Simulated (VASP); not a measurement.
Write the native input for VASP 6.6.1 that does the following.

- Task: relaxation of cell and atoms
- Functional: PBE
- Potentials or basis: VASP PAW PBE potentials, release 64 (Sn_d)
- Cutoff: 600 eV
- k mesh: 10 × 10 × 10
- Occupations: gaussian, width 0.03 eV
- Spin: no spin polarisation
- Further INCAR settings: ALGO = Normal; EDIFF = 1e-07; IBRION = 2; EDIFFG = -0.005; NSW = 90; ISIF = 3

The structure of Sn lies in POSCAR:

```
Sn                                      
1.0
    0.0000000000      3.3261629196      3.3261629196
    3.3261629196     -0.0000000000      3.3261629196
    3.3261629196      3.3261629196      0.0000000000
  Sn            
     2
Direct
     0.0000000000000000    0.0000000000000000    0.0000000000000000
     0.2500000000000000    0.2500000000000000    0.2500000000000000
```

This isn't the form of Sn at room conditions, which is tetragonal (white tin).

These files were run (other wordings do the same):

INCAR

```
PREC = Accurate
ENCUT = 600
EDIFF = 1E-7
ISMEAR = 0
SIGMA = 0.03
LREAL = False
LASPH = True
NELM = 80
ALGO = Normal
ISIF = 3
LWAVE = False
LCHARG = False
GGA = PE
IBRION = 2
NSW = 90
EDIFFG = -0.005
```

KPOINTS

```
Automatic mesh
0
Gamma
  10 10 10
```

Potentials or basis: VASP PAW PBE potentials, release 64 (Sn_d).

Run with:

```console
$ cat potpaw_PBE.64/Sn_d/POTCAR > POTCAR
$ mpirun -np 1 vasp_std > vasp.out
```

It gave:

- Relaxed volume: 36.85 Å³/atom
- Relaxed cell: a = 4.706 Å, b = 4.706 Å, c = 4.706 Å, α = 60.00°, β = 60.00°, γ = 60.00°
- Space group after relaxing (to 0.05 Å): Fd-3m (No. 227)
- Energy gained by relaxing: 0.0 meV/atom
- Ionic steps: 2
- Pressure after relaxing: 0.0 GPa
- Band gap on the k mesh: none (metal or under the smearing width)

Run time: 84 s on 1 thread of Intel(R) Xeon(R) Platinum 8488C (Sapphire Rapids), on a shared host, peak memory 0.27 GiB.
